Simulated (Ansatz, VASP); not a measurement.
# BN in two plane-wave programs, part 2 of 2

Wanted: the spread between two codes on one cell, functional and k mesh. The cell is taken from a series of runs on this material, whose earlier steps may have relaxed, scaled, displaced or heated it; both programs get it as it stands.

VASP 6.6.1 and Ansatz 0.2.0.

So far: The starting structure; VASP: G0W0 gap, PBE0 form with 90 % exact exchange with an exact-exchange share of 0.9.

**3. Ansatz: G0W0 gap, PBE0 form with 90 % exact exchange with an exact-exchange share of 0.9**

Level of this step: Ansatz beside VASP: Kohn-Sham DFT, plane waves, PBE0 form with 90 % exact exchange (Ansatz).

Ansatz runs on its PAW soft_1 files.

The same cell, functional and mesh now go to Ansatz, which takes its cutoff from its data sets.

input.yaml

```yaml
crystal:
  lattice:
    - [2.50399, 0.0, 0.0]
    - [-1.251995, 2.1685189508, 0.0]
    - [0.0, 0.0, 6.6612]
  atoms:
    - { symbol: B, position: [0.3333333333, 0.6666666667, 0.25] }
    - { symbol: B, position: [0.6666666667, 0.3333333333, 0.75] }
    - { symbol: "N", position: [0.3333333333, 0.6666666667, 0.75] }
    - { symbol: "N", position: [0.6666666667, 0.3333333333, 0.25] }
kpoints:
  mp_grid: { grid: [9, 9, 4] }
hamiltonian:
  xc: { exchange: pbe, correlation: pbe, exx: { coeff: 0.9 } }
  pseudopotentials: { kind: paw, azcp: { folder: soft_1 } }
scf:
  occupations: { method: fixed }
gw:
  n_empty_bands: 150
  ecut_chi: 150.0
  qp_bands: [v2, c2]
  qp_kpoints: band_edges
  screening: { model: contour_deformation }
```

Launch:

```console
> ansatz run input.yaml --threads 4 --pin off --max-ram 138240MiB --backend cuda --events-out ev --progress --plain --runs-dir out --devices 1 --max-vram 26GiB
```

Numbers of over 12 decimals in the logs are rounded to 6 here.

Output:

```text
GPUs: using 1 of 1 available (devices: 1).
Engine: ansatz 0.2.0, x86_64-unknown-linux-gnu
Pseudopotentials: kind: paw
Pseudopotential: B, paw, valence charge 3, recommended cutoff 420 eV (normal), soft_1/B.paw.azcp
Pseudopotential: N, paw, valence charge 5, recommended cutoff 420 eV (normal), soft_1/N.paw.azcp
Functional definition: unnamed
  parameter a_1 = 0.9
  exchange = (1 - a_1)*pbe_x + a_1*exact_x
  correlation = pbe_c
davidson cushion auto → on  (no smearing: the cushion is to keep the highest requested band from converging to the state above it; pin scf.eigensolver.cushion to override)
device memory: the entry about to start is reckoned to put 0.7 GiB on a device that reports 46.4 GiB free (of which the cap on the GPU budget leaves the run 26.0 GiB)
GPU FFT provider: cuFFT
GPU libraries: cuBLAS 13.8.2, cuFFT 12.4.0, cuSOLVER 12.3.4
Crystal: 4 atoms, lattice volume = 36.170 Å³
Basis set: ecut = 420 eV, 713 PW (Γ)
Bands: 12, of which v1, the nominal top of the filled ones, is band 8 counted from 1 (7 counted from 0)
Symmetry: 24 space group operations
Space group: P63/mmc (ITA 194), of the structure as read, at distance tolerance 3.3e-5 Å
k-points: 36 of 324
Non-local potential: B, projectors of the file, l = 0: 2, l = 1: 2, l = 2: 1
Non-local potential: N, projectors of the file, l = 0: 2, l = 1: 2, l = 2: 1
PAW form: soft (Blöchl's): semilocal exchange-correlation on the pseudo side does not see the compensation charge
PAW frozen core: B, regenerated for the run's functional, and the local potential with it (the file was generated under x = pbe(κ = 0.804, μ = 0.219515), c = pbe(β = 0.066725))
PAW frozen core: N, regenerated for the run's functional, and the local potential with it (the file was generated under x = pbe(κ = 0.804, μ = 0.219515), c = pbe(β = 0.066725))
PAW one-centre angular grid: B, 110 points (default); XC on 64 Gauss nodes
PAW one-centre angular grid: N, 110 points (default); XC on 64 Gauss nodes
Initial density: superposition of atomic densities (chi_scale 0.1, normalization cell, long waves kept (reshape's long-wave potential 0.01 eV rms))
Initial wavefunctions: pseudopotential atomic-orbital guess
GPU buffer pool allocated for 14580 grid points (all kernels)
GPU transforms: local potential and band sums: pruned to the plane-wave sphere, on 18×18×45
Functional: x = pbe(κ = 0.804, μ = 0.219515), c = pbe(β = 0.066725), warm-up for x = 0.1 pbe(κ = 0.804, μ = 0.219515) + 0.9 exact, c = pbe(β = 0.066725)
SCF iter   1: F=—  HF=-1087.444121 eV  |F-HF|=—  |Δ(HF+E_count)|=         —  Δρ=1.45e-1  dr2=7.55e0  ethr=1.00e-1  ⟨swp⟩=4.1  Hψ=1659  notcnv=0
preconditioner: auto → none  [insulator: Δε(μ)=5.896 eV  Ē_g=17.043 eV  n_scr=4 (ndim 8)  ℏωp=24.7 eV  f_vac=0.000]
SCF iter   2: F=—  HF=-1085.030501 eV  |F-HF|=—  |Δ(HF+E_count)|=    2.41e0  Δρ=6.79e-2  dr2=8.92e-1  ethr=4.72e-2  ⟨swp⟩=3.2  Hψ=1193  notcnv=0  defer=4
SCF iter   3: F=—  HF=-1084.803629 eV  |F-HF|=—  |Δ(HF+E_count)|=   2.27e-1  Δρ=2.33e-2  dr2=1.07e-1  ethr=5.57e-3  ⟨swp⟩=3.1  Hψ=1063  notcnv=0  defer=5
SCF iter   4: F=—  HF=-1084.795152 eV  |F-HF|=—  |Δ(HF+E_count)|=   8.48e-3  Δρ=7.93e-3  dr2=1.21e-2  ethr=6.71e-4  ⟨swp⟩=2.7  Hψ=1048  notcnv=0  defer=4
iter 5 solved again at ethr=2.13e-6 eV; its pass at ethr=7.57e-5 eV (dr2=3.41e-4 eV) is discarded
SCF iter   5: F=-1084.794976 eV  HF=-1084.795081 eV  |F-HF|=1.06e-4  |Δ(HF+E_count)|=   7.06e-5  Δρ=1.14e-3  dr2=3.31e-4  ethr=2.13e-6  ⟨swp⟩=3.4  Hψ=2246  notcnv=0  defer=3
SCF 1 stopped early in 5 iterations: F = -1084.794976 eV  dr2 = 3.31e-4
  greatest PAW one-centre occupation: 0.800 electrons in one spin orbital (limit 2), on the N atom at site 3 (counted from 0), in its partial waves of l = 0
device memory: the entry about to start is reckoned to put 1.4 GiB on a device that reports 46.2 GiB free (of which the cap on the GPU budget leaves the run 26.0 GiB)
GPU FFT provider: cuFFT
GPU libraries: cuBLAS 13.8.2, cuFFT 12.4.0, cuSOLVER 12.3.4
Initial density: handed on by an earlier stage of this run
Initial wavefunctions: those handed on with the density
GPU buffer pool allocated for 14580 grid points (all kernels)
GPU transforms: local potential and band sums: pruned to the plane-wave sphere, on 18×18×45
Functional: x = 0.1 pbe(κ = 0.804, μ = 0.219515) + 0.9 exact, c = pbe(β = 0.066725)
Exchange kernel: α = 0.9000, full range, Wigner–Seitz truncation, v(0) = 17658.6478 eV·Å³, q-mesh 9×9×4, nearest image of the exchange supercell L = 22.54 Å, pair-density grid 15×15×36, without the augmentation charges, whose exchange is taken in its separable form by FFT convolution over the k-point mesh (sized by the pseudopotential files, 15×15×45 at the most), smooth part of the exact exchange by density-matrix convolution in up to 2.43 GiB of GPU memory as planned if the GPU has room (build and FFT work areas not counted)
Frozen-core exchange: fock
[...]
Exchange-term sweep: 18 of 36 (spin, k) points
Exchange-term sweep: 20 of 36 (spin, k) points
Exchange-term sweep: 22 of 36 (spin, k) points
Exchange-term sweep: 24 of 36 (spin, k) points
Exchange-term sweep: 26 of 36 (spin, k) points
Exchange-term sweep: 27 of 36 (spin, k) points
Exchange-term sweep: 29 of 36 (spin, k) points
Exchange-term sweep: 31 of 36 (spin, k) points
Exchange-term sweep: 33 of 36 (spin, k) points
[...]
NSCF: frozen V_eff on 1 k-points
hybrid SCF converged: 3 outer / 15 inner (+5 warm-up), last move |dexx| = 9.58e-7 eV, tail = 9.09e-8 eV
Stability not checked: this state was not tested for a lower state beside it, because the functional holds exact exchange (a hybrid, or Hartree-Fock), whose exchange loop this test does not read (fock_operator; see scf.lower_state_search)
Free energy (F): -1086.988382 eV
Frozen-core exchange: fock
Harris-Foulkes:  -1086.988382 eV  (|F-HF|=1.90e-8)
Internal energy: -1086.988382 eV  (E = F + TS)
E sigma→0 (E₀):  -1086.988382 eV
Fermi energy:    0.030419 eV
--- Per-component energies (eV) ---
  E_band       = -153.572064
  E_kinetic    = 363.490499
  E_local      = -658.203457  (includes V_loc(G=0)·N_el)
  E_nonlocal   = 81.047001
  E_hartree    = 225.431632
  E_xc         = -34.080653
  E_vxc        = -41.636988  (∫ρ·V_xc dr)
  E_exx        = -164.670852  (= α·E_x^exact, valence–valence)
  E_paw        = -401.881957  (= ΣΔE_a)
  E_vpaw       = -19.789034  (= ΣTr[D̂ρ^β])
  E_aug_tail   = 0.001802  (compensation charges beyond the density's cutoff)
  E_ewald      = -497.875223
  E_core_change = -0.247173  (= ΣΔE_core)
  E_smearing   = -0.000000  (= −TS)
  E_closure    = -0.000000  (closes the sum)
  Σ components = -1086.988382   (vs F -1086.988382, Δ=-2.27e-13)
--- Band table (eV; the first three rows and the last of 36) ---
  k-point 0: bands = ["-24.0360", "-23.6921", "-8.0303", "-5.3053", "-2.0206", "-2.0206", "-1.9703", "-1.9703", "12.4356", "19.2339"]
  k-point 1: bands = ["-23.9880", "-23.7450", "-7.6903", "-5.7820", "-2.0133", "-2.0133", "-1.9777", "-1.9777", "13.3028", "17.8805"]
  k-point 2: bands = ["-23.8690", "-23.8690", "-6.8018", "-6.8018", "-1.9956", "-1.9956", "-1.9956", "-1.9956", "15.4338", "15.4338"]
  k-point 35: bands = ["-19.1911", "-19.1911", "-10.3171", "-10.3171", "-9.7869", "-9.7869", "0.0304", "0.0304", "12.9891", "12.9891"]
  guard bands above this table: 2 of the run's 12 bands. The solve was not asked for them (output.publish_guard_bands: true or output.eigenvalues: true publishes all)
--- G₀W₀: contour deformation, 5 samples at zero and on the imaginary axis and 2 off it, 324 q-points, 150 empty bands' worth ---
  eigenvalues of the whole cell's RPA ε∞ on this k-mesh (on a slab, of 1 + 4πα/V) = 1.8567, 2.4221, 2.4221; static W/v taken at q = 0 is 0.437375
  bands read: the sum over 158 bands ends inside a degenerate multiplet in 1 slot, whose members it reads at an even weight; the widest, k=0: bands 158 to 159 (counted from 1) at 1/2 each
  gw.qp_kpoints: band_edges: 15 of 36 stored k-points solved, in 1 pass; an edge of the gap read off the rows below is read off those points alone
    valence top: of the k-points left out ik 21 came nearest to being solved in a further pass, in band 8 (counted from 1, as in the quasiparticle table): it holds the edge there only if its correction is more favourable than any solved in that band by at least 0.727 eV; those differ by 0.343 eV
    conduction bottom: of the k-points left out ik 14 came nearest to being solved in a further pass, in band 10 (counted from 1, as in the quasiparticle table): it holds the edge there only if its correction is more favourable than any solved in that band by at least 0.452 eV; those differ by 0.277 eV
    ik  band        ε_KS         Σx   Σc(E_QP)       V_xc       Z   E_QP_lin       E_QP  E_QP is
     0     7     -1.9703   -23.7173     2.0208   -24.4323  0.8877     0.7482     0.7655  root
     0     8     -1.9703   -23.7173     2.0208   -24.4323  0.8877     0.7482     0.7655  root
     0     9     12.4356    -4.2026    -2.9967    -5.9643  0.9158    11.2039    11.2007  root
     0    10     19.2339    -6.3433    -3.5920    -8.2502  0.8887    17.5580    17.5489  root
     2     7     -1.9956   -23.7013     2.0227   -24.4158  0.8877     0.7243     0.7416  root
     2     8     -1.9956   -23.7013     2.0227   -24.4158  0.8877     0.7243     0.7416  root
     2     9     15.4338    -5.2205    -3.2302    -7.0388  0.9059    14.0269    14.0219  root
     2    10     15.4338    -5.2205    -3.2302    -7.0388  0.9059    14.0269    14.0219  root
     3     7     -2.5731   -23.5891     2.0673   -24.3036  0.8866     0.1903     0.2087  root
     3     8     -2.5148   -23.6278     2.0634   -24.3434  0.8866     0.2458     0.2641  root
     3     9     12.8969    -4.1477    -3.0129    -5.9109  0.9154    11.6505    11.6471  root
     3    10     19.1345    -6.6322    -3.5969    -8.5402  0.8878    17.4548    17.4456  root
     5     7     -2.5441   -23.6084     2.0653   -24.3234  0.8866     0.2179     0.2363  root
     5     8     -2.5441   -23.6084     2.0653   -24.3234  0.8866     0.2179     0.2363  root
     5     9     15.7726    -5.2471    -3.2370    -7.0657  0.9053    14.3593    14.3542  root
     5    10     15.7726    -5.2471    -3.2370    -7.0657  0.9053    14.3593    14.3542  root
    12     7     -2.1209   -19.5830     1.7361   -20.3863  0.8838     0.4012     0.4184  root
    12     8     -0.7033   -20.7794     1.6922   -21.5949  0.8841     1.7888     1.8044  root
    12     9     12.6079    -5.0391    -3.2820    -6.9314  0.9078    11.2224    11.2181  root
    12    10     14.4267    -6.5546    -3.4529    -8.4691  0.8986    12.8941    12.8883  root
    13     7     -1.9124   -19.7478     1.7278   -20.5532  0.8839     0.6038     0.6207  root
    13     8     -0.9075   -20.6000     1.6973   -21.4138  0.8841     1.5878     1.6036  root
    13     9     12.6839    -5.1181    -3.2677    -7.0034  0.9077    11.3057    11.3015  root
    13    10     13.9302    -6.1179    -3.3700    -8.0155  0.9018    12.4629    12.4577  root
[...]
34     7     -0.0030   -20.7888     1.6276   -21.5998  0.8860     2.4217     2.4357  root
    34     8     -0.0030   -20.7888     1.6276   -21.5998  0.8860     2.4217     2.4357  root
    34     9     13.1426    -5.4330    -3.4869    -7.3521  0.9022    11.5806    11.5748  root
    34    10     13.1426    -5.4330    -3.4869    -7.3521  0.9022    11.5806    11.5748  root
    35     7      0.0304   -20.8539     1.6305   -21.6640  0.8859     2.4570     2.4710  root
    35     8      0.0304   -20.8539     1.6305   -21.6640  0.8859     2.4570     2.4710  root
    35     9     12.9891    -5.2832    -3.4633    -7.1953  0.9032    11.4437    11.4380  root
    35    10     12.9891    -5.2832    -3.4633    -7.1953  0.9032    11.4437    11.4380  root
```

In the SCF lines HF is the Harris–Foulkes energy and dr2 the Hartree energy of the density residual, in eV; the loop may stop once dr2 is under the threshold and the program's other checks hold. Hψ counts applications of the Hamiltonian.

**4. Side by side**

Known differences besides the potentials themselves: exact exchange at q = 0 is treated differently, which shows on coarse meshes; VASP keeps PBE cores, Ansatz makes them for the functional; fixed occupations in Ansatz, narrow Gaussian smearing in VASP; the cutoff is 420 eV in Ansatz and 450 eV in VASP; Ansatz integrates over frequency by contour deformation, VASP on a grid of NOMEGA points; Ansatz's G0W0 levels solve the quasiparticle equation, VASP's are linearised. Total energies have different zeros and are not compared.

The two programs side by side:

| quantity | Ansatz | VASP | difference |
| --- | --- | --- | --- |
| G0W0 gap on the mesh (eV) | 8.51 | 8.55 | -0.04 |
| Kohn-Sham gap under it (eV) | 12.35 | 12.36 | -0.01 |

**5. Summary of results**

```
difference in G0W0 gap on the mesh (G0W0 gap, PBE0 form with 90 % exact exchange with an exact-exchange share of 0.9) : -0.041 eV
```

The difference in G0W0 gap on the mesh is -0.041 eV (G0W0 gap, PBE0 form with 90 % exact exchange with an exact-exchange share of 0.9). Such differences can come from data sets, numerical settings and the points named under the comparisons, not from the functional's error against experiment.

[Lines on the potential files, build, host, timing and source positions are cut from VASP's logs without a mark.]

[Logs are printed without paths, hosts, clocks, repeated set-up lines and the standing remarks that a program may print on its own settings, such as how far it seeks lower states.]

[Hosts, paths, dates, database ids (printed as entryN), source tags and the programs' standing remarks are cut or masked in the printed files.]
